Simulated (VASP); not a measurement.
VASP ran on this input.

### INCAR
```
SYSTEM  =  Be
PREC  =  Accurate; ENCUT  =  520; LREAL  =  .False.
LASPH  =  .True.
EDIFF  =  1E-6; NELM  =  100; ALGO  =  Normal
ISMEAR  =  1; SIGMA  =  0.1
GGA  =  BO; LUSE_VDW  =  .True.; AGGAC  =  0.0
PARAM1  =  0.1833333333; PARAM2  =  0.22
IBRION  =  2; NSW  =  60; ISIF  =  3
EDIFFG  =  -0.01
LWAVE  =  .False.; LCHARG  =  .False.
```

### POSCAR
```
Be
1
    1.1450000000    -1.9831980000     0.0000000000
    1.1450000000     1.9831980000     0.0000000000
    0.0000000000     0.0000000000     3.5800000000
Be
2
Direct
  0.3333330000   0.6666670000   0.2500000000
  0.6666670000   0.3333330000   0.7500000000
```

KPOINTS:
```
Automatic mesh
0
Gamma
16 16 9
0 0 0
```

POTCAR, in this order: Be (PBE.64 set). Program: vasp_std.

Q: Translate this optB88-vdW calculation to Quantum ESPRESSO's pw.x.

A: One equivalent input (not run):
```
&CONTROL
  calculation = 'vc-relax'
  pseudo_dir = './pseudo'
  outdir = './out'
  tprnfor = .true.
  tstress = .true.
  nstep = 60
  forc_conv_thr = 0.00039
/
&SYSTEM
  ibrav = 0
  nat = 2
  ntyp = 1
  ecutwfc = 88
  occupations = 'smearing'
  smearing = 'methfessel-paxton'
  degauss = 0.00735
  input_dft = 'vdw-df-obk8'
/
&ELECTRONS
  conv_thr = 7.3e-08
  electron_maxstep = 100
/
&IONS
/
&CELL
/
ATOMIC_SPECIES
  Be 9.012 Be.upf
CELL_PARAMETERS angstrom
     1.1450000   -1.9831980    0.0000000
     1.1450000    1.9831980    0.0000000
     0.0000000    0.0000000    3.5800000
ATOMIC_POSITIONS crystal
  Be   0.3333330  0.6666670  0.2500000
  Be   0.6666670  0.3333330  0.7500000
K_POINTS automatic
  16 16 9 0 0 0
```
The two are equivalent in intent, not identical: the potentials are each code's own (VASP's PAW set, PseudoDojo norm-conserving files in pw.x), so ENCUT and ecutwfc are chosen apart and not converted; conv_thr bounds pw.x's estimated SCF error, while EDIFF bounds the energy change between steps; forc_conv_thr acts on force components and is met together with etot_conv_thr.

The compound is Be in the hcp structure. This run relaxes it. Symmetry was kept, so distortions that lower it aren't found.
